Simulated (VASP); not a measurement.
All values below come from MS2 meta-GGA, VASP's PBE PAW potentials (set 64) (plane waves; VASP).

Input for VASP

**POSCAR**
```
PtS2
1
    1.7668571995    -3.0602865093    -0.0000000000
    1.7668571995     3.0602865093     0.0000000000
    0.0000000000     0.0000000000     5.7094118641
Pt S
1 2
Direct
  0.0000000000   0.0000000000   0.0000000000
  0.3333330000   0.6666670000   0.2147850935
  0.6666670000   0.3333330000   0.7852149065
```

File KPOINTS_OPT:
```
k-points along high-symmetry lines
6
Line-mode
Reciprocal
  0.000000   0.000000   0.000000 ! GAMMA
  0.500000  -0.000000   0.000000 ! M

  0.500000  -0.000000   0.000000 ! M
  0.333333   0.333333   0.000000 ! K

  0.333333   0.333333   0.000000 ! K
  0.000000   0.000000   0.000000 ! GAMMA

  0.000000   0.000000   0.000000 ! GAMMA
  0.000000   0.000000   0.500000 ! A

  0.000000   0.000000   0.500000 ! A
  0.500000  -0.000000   0.500000 ! L

  0.500000  -0.000000   0.500000 ! L
  0.333333   0.333333   0.500000 ! H

  0.333333   0.333333   0.500000 ! H
  0.000000   0.000000   0.500000 ! A

  0.500000  -0.000000   0.500000 ! L
  0.500000  -0.000000   0.000000 ! M

  0.333333   0.333333   0.500000 ! H
  0.333333   0.333333   0.000000 ! K
```

KPOINTS:
```
Regular mesh
0
G
  8 8 5
0 0 0
```

### INCAR
```
ALGO = Normal
EDIFF = 1E-7
ENCUT = 520
ISIF = 2
ISMEAR = -5
LASPH = .TRUE.
LCHARG = .FALSE.
LEFG = .TRUE.
LMAXMIX = 6
LMIXTAU = .TRUE.
LORBIT = 11
LREAL = .FALSE.
LWAVE = .FALSE.
METAGGA = MS2
NEDOS = 601
NELM = 100
PREC = Accurate
SYSTEM = PtS2
```

POTCAR, in this order: Pt S (PBE.64 set). Program: vasp_std.

Task: What will the output report for the number of irreducible k-points (NKPTS), largest plane-wave count, number of space-group operations, FFT grid (NGX, NGY, NGZ)?

Result: 
- number of irreducible k-points (NKPTS): 40
- largest plane-wave count: 1701
- number of space-group operations: 12
- FFT grid (NGX, NGY, NGZ): 28 × 28 × 42

The compound is PtS2 in the 1T layered structure. It was relaxed first, which changed the volume by +13 %.
